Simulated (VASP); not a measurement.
Here is the system:

```xyz
2
Lattice="0.0000 2.0360 2.0360 2.0360 0.0000 2.0360 2.0360 2.0360 0.0000" Properties=species:S:1:pos:R:3 pbc="T T T"
Li     2.0360     4.0719     2.0360
F      2.0360     2.0360     2.0360
```

Calculation: AM05 GGA, VASP's PBE PAW potentials (set 64) (plane waves; VASP 6.6.1). Numerical set-up: 520 eV cut-off, 11×11×11 Γ-centred mesh, Gaussian smearing of 0.050 eV, potentials Li_sv F.

The job: LiF (rock salt), 2 atoms, AM05, static run, 520 eV, 11×11×11 Γ-centred mesh. Roughly how much core time does it take on a busy server core?

About 5 core-seconds (one run on a shared machine, a rough figure). It had 56 irreducible k-points, 9 bands, up to 465 plane waves and 13 electronic steps.

The compound is LiF in the rock salt structure. This cell is one point of a volume scan, at 1.03 of the reference volume.
